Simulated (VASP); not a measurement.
Input:

```xyz
2
Lattice="3.1869 0.0000 0.0000 0.0000 3.1869 0.0000 0.0000 0.0000 3.1869" Properties=species:S:1:pos:R:3 pbc="T T T"
Zn     1.5934     1.5934     1.5934
Au     0.0000     0.0000     0.0000
```

Level of theory: optB88-vdW, VASP's PBE PAW potentials (set 64) (plane waves; VASP). Run with 520 eV cut-off, Gaussian smearing of 0.050 eV, potentials Zn Au.

Unless said otherwise, spin-orbit coupling is left out, though it shifts the bands of the heavy elements here.

Question: Predict the band gap (along the path) with the smallest direct gap where there is one.

Answer: 
| Item | Result |
|---|---|
| band gap (along the path) | none (metal, semimetal or under 0.01 eV) |

The compound is AuZn in the CsCl type structure. It was relaxed first. The electron count is odd and the run is not spin-polarised, which forces a metal.
